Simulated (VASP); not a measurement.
Computed with r2SCAN meta-GGA, VASP's PBE PAW potentials (set 64) (plane waves; VASP).

A VASP calculation is set up with these files.

KPOINTS:
```
Automatic mesh
0
Gamma
14 14 10
0 0 0
```

**INCAR**
```
SYSTEM  =  FePt
PREC  =  Accurate; ENCUT  =  400; LREAL  =  .FALSE.
LASPH  =  .TRUE.
EDIFF  =  1E-6; NELM  =  100; ALGO  =  Normal
LMAXMIX  =  6; LMIXTAU  =  .TRUE.
ISMEAR  =  0; SIGMA  =  0.05
METAGGA  =  R2SCAN
MAGMOM  =  3.3 0.0
ISPIN  =  2
ISIF  =  2
LWAVE  =  .FALSE.; LCHARG  =  .FALSE.; LORBIT  =  11
```

File POSCAR:
```
FePt
3.7257440
  0.7333425848   0.0000000000   0.0000000000
  0.0000000000   0.7333425848   0.0000000000
  0.0000000000   0.0000000000   1.0000000047
Fe Pt
1 1
Cartesian
  0.0000000000   0.7333425848   1.0000000047
  0.3666712924   0.3666712924   0.5000000023
```

POTCAR, in this order: Fe Pt (PBE.64 set). Program: vasp_std.

The resulting files:

**OUTCAR**
```
 ion  position               nearest neighbor table
   1  0.000  0.000  0.000-   2 2.68   2 2.68   2 2.68   2 2.68   2 2.68   2 2.68   2 2.68   2 2.68
  LATTYP: Found a simple tetragonal cell.
 ALAT       =     2.7322467352
 C/A-ratio  =     1.3636191671
 Subroutine PRICEL returns:
 Original cell was already a primitive cell.
 Subroutine GETGRP returns: Found 16 space group operations
The static configuration has the point symmetry D_4h.
The dynamic configuration has the point symmetry D_4h.
The overall configuration has the point symmetry D_4h.
 Subroutine INISYM returns: Found 16 space group operations
 Subroutine IBZKPT returns following result:
 Found    216 irreducible k-points:

 Following reciprocal coordinates:
            Coordinates               Weight
  0.000000  0.000000  0.000000      1.000000
  0.071429  0.000000  0.000000      4.000000
  0.142857  0.000000  0.000000      4.000000
  0.214286  0.000000  0.000000      4.000000
  0.285714  0.000000  0.000000      4.000000
  0.357143  0.000000  0.000000      4.000000
  0.428571  0.000000  0.000000      4.000000
  0.500000  0.000000  0.000000      2.000000
  0.071429  0.071429  0.000000      4.000000
  0.142857  0.071429  0.000000      8.000000
  0.214286  0.071429  0.000000      8.000000
  0.285714  0.071429  0.000000      8.000000
  0.357143  0.071429  0.000000      8.000000
  0.428571  0.071429  0.000000      8.000000
  0.500000  0.071429  0.000000      4.000000
  0.142857  0.142857  0.000000      4.000000
  0.214286  0.142857  0.000000      8.000000
  0.285714  0.142857  0.000000      8.000000
  0.357143  0.142857  0.000000      8.000000
  0.428571  0.142857  0.000000      8.000000
  0.500000  0.142857  0.000000      4.000000
  0.214286  0.214286  0.000000      4.000000
  0.285714  0.214286  0.000000      8.000000
  0.357143  0.214286  0.000000      8.000000
  0.428571  0.214286  0.000000      8.000000
  0.500000  0.214286  0.000000      4.000000
  0.285714  0.285714  0.000000      4.000000
  0.357143  0.285714  0.000000      8.000000
  0.428571  0.285714  0.000000      8.000000
  0.500000  0.285714  0.000000      4.000000
  0.357143  0.357143  0.000000      4.000000
  0.428571  0.357143  0.000000      8.000000
  0.500000  0.357143  0.000000      4.000000
  0.428571  0.428571  0.000000      4.000000
  0.500000  0.428571  0.000000      4.000000
  0.500000  0.500000  0.000000      1.000000
  0.000000  0.000000  0.100000      2.000000
  0.071429  0.000000  0.100000      8.000000
  0.142857  0.000000  0.100000      8.000000
  0.214286  0.000000  0.100000      8.000000
   k-points           NKPTS =    216   k-points in BZ     NKDIM =    216   number of bands    NBANDS=     15
   number of dos      NEDOS =    301   number of ions     NIONS =      2
   total plane-waves  NPLWV =   7776
   dimension x,y,z NGX =    18 NGY =   18 NGZ =   24
   dimension x,y,z NGXF=    36 NGYF=   36 NGZF=   48
   ions per type =               1   1
   PREC   = accura    normal or accurate (medium, high low for compatibility)
   ISTART =      0    job   : 0-new  1-cont  2-samecut
   ICHARG =      2    charge: 1-file 2-atom 10-const
   ISPIN  =      2    spin polarized calculation?
   LNONCOLLINEAR =      F non collinear calculations
   LSORBIT =      F    spin-orbit coupling
   INIWAV =      1    electr: 0-lowe 1-rand  2-diag
   ENCUT  =  400.0 eV  29.40 Ry    5.42 a.u.   4.46  4.46  6.08*2*pi/ulx,y,z
   NELM   =    100;   NELMIN=  2; NELMDL= -5     # of ELM steps
   EDIFF  = 0.1E-05   stopping-criterion for ELM
   LREAL  =      F    real-space projection
   NLSPLINE    = F    spline interpolate recip. space projectors
...
```

**OSZICAR**
```
       N       E                     dE             d eps       ncg     rms          rms(c)
DAV:   1     0.274829789675E+02    0.27483E+02   -0.76975E+03 13542   0.112E+03
DAV:   2    -0.686444188618E+02   -0.96127E+02   -0.85769E+02 13296   0.238E+02
DAV:   3    -0.715147594299E+02   -0.28703E+01   -0.28042E+01 16434   0.503E+01
DAV:   4    -0.715457941955E+02   -0.31035E-01   -0.31020E-01 14989   0.453E+00
DAV:   5    -0.715467234568E+02   -0.92926E-03   -0.92923E-03 17462   0.873E-01    0.182E+01
DAV:   6    -0.692928488540E+02    0.22539E+01   -0.25539E+01 14917   0.109E+02    0.284E+01
DAV:   7    -0.666037027375E+02    0.26891E+01   -0.10068E+01 16369   0.849E+01    0.893E+00
DAV:   8    -0.664901351781E+02    0.11357E+00   -0.60565E-01 16557   0.116E+01    0.368E+00
DAV:   9    -0.665497121673E+02   -0.59577E-01   -0.18677E-01 14454   0.631E+00    0.271E+00
DAV:  10    -0.665432621716E+02    0.64500E-02   -0.99931E-02 17777   0.771E+00    0.110E+00
DAV:  11    -0.665402253081E+02    0.30369E-02   -0.17073E-02 17888   0.312E+00    0.315E-01
DAV:  12    -0.665407450438E+02   -0.51974E-03   -0.18382E-03 16151   0.595E-01    0.127E-01
DAV:  13    -0.665410544841E+02   -0.30944E-03   -0.14996E-04 14935   0.145E-01    0.696E-02
DAV:  14    -0.665410555214E+02   -0.10373E-05   -0.67185E-05 18523   0.108E-01    0.155E-02
DAV:  15    -0.665410580109E+02   -0.24896E-05   -0.60937E-06 16198   0.301E-02    0.710E-03
DAV:  16    -0.665410580156E+02   -0.46750E-08   -0.13891E-06  9367   0.252E-02
   1 F= -.66541058E+02 E0= -.66540059E+02  d E =-.199877E-02  mag=     3.5573
```

**OUTCAR**
```
------------------------ aborting loop because EDIFF is reached ----------------------------------------
  FORCE on cell =-STRESS in cart. coord.  units (eV):
  Direction    XX          YY          ZZ          XY          YZ          ZX
  --------------------------------------------------------------------------------------
  Total        0.0338595      0.0338595     -0.0558094      0.0000000      0.0000000      0.0000000
  in kB        1.9504676      1.9504676     -3.2148845      0.0000000      0.0000000      0.0000000
  external PRESSURE =       0.2286836 kB  Pullay stress =       0.0000000 kB
  volume of cell :       27.81
      direct lattice vectors                 reciprocal lattice vectors
     2.732246735  0.000000000  0.000000000     0.365999156  0.000000000  0.000000000
     0.000000000  2.732246735  0.000000000     0.000000000  0.365999156  0.000000000
     0.000000000  0.000000000  3.725744017     0.000000000  0.000000000  0.268402766
 POSITION                                       TOTAL-FORCE (eV/Angst)
 -----------------------------------------------------------------------------------
      0.00000      0.00000      0.00000         0.000000      0.000000      0.000000
      1.36612      1.36612      1.86287         0.000000      0.000000      0.000000
 -----------------------------------------------------------------------------------
    total drift:                                0.000000     -0.000000     -0.000000
  FREE ENERGIE OF THE ION-ELECTRON SYSTEM (eV)
  ---------------------------------------------------
  free  energy   TOTEN  =       -66.5410580156 eV

  energy  without entropy=      -66.5390592500  energy(sigma->0) =      -66.54005863

 total charge

# of ion       s       p       d       tot
------------------------------------------
    1        0.416   0.471   6.042   6.930
    2        0.716   0.668   8.067   9.451
--------------------------------------------------
tot          1.133   1.139  14.110  16.381

 magnetization (x)

# of ion       s       p       d       tot
------------------------------------------
    1        0.018  -0.016   3.249   3.251
    2       -0.026  -0.091   0.450   0.334
--------------------------------------------------
tot         -0.008  -0.107   3.699   3.585
```
(Selected blocks of OUTCAR.)

### OUTCAR
```
 val. band max:        8.6298434265   @ k =   0.2857   0.2143   0.2000

 cond. band min:       8.6310692766   @ k =   0.3571   0.3571   0.3000


 Fermi energy:         8.6306795446

 spin component 1

 k-point     1 :       0.0000    0.0000    0.0000
  band No.  band energies     occupation
      1      -1.3680      1.00000
      2       1.7170      1.00000
      3       2.0294      1.00000
      4       4.4113      1.00000
      5       4.4113      1.00000
      6       4.8460      1.00000
      7       5.4445      1.00000
      8       5.8042      1.00000
      9       7.6399      1.00000
     10       7.6399      1.00000
     11       7.7730      1.00000
     12      10.9084      0.00000
     13      18.4421      0.00000
     14      20.5885      0.00000
     15      20.5885      0.00000

 k-point     2 :       0.0714    0.0000    0.0000
  band No.  band energies     occupation
      1      -1.2310      1.00000
      2       1.7938      1.00000
      3       2.1130      1.00000
      4       4.3722      1.00000
      5       4.4454      1.00000
      6       4.8841      1.00000
      7       5.4171      1.00000
      8       5.8044      1.00000
      9       7.2471      1.00000
     10       7.6098      1.00000
     11       7.6500      1.00000
     12      11.4156      0.00000
     13      18.3396      0.00000
     14      19.8516      0.00000
     15      20.8370      0.00000

 k-point     3 :       0.1429    0.0000    0.0000
  band No.  band energies     occupation
      1      -0.8353      1.00000
      2       1.9922      1.00000
      3       2.3756      1.00000
      4       4.2632      1.00000
      5       4.5451      1.00000
      6       4.9704      1.00000
      7       5.3428      1.00000
      8       5.8346      1.00000
      9       6.4651      1.00000
     10       7.3218      1.00000
     11       7.5216      1.00000
     12      12.5438      0.00000
     13      17.5206      0.00000
...
```

Unless said otherwise, spin-orbit coupling is left out, though it shifts the bands of the heavy elements here.

The compound is FePt in the L1_0 structure. It was relaxed first.
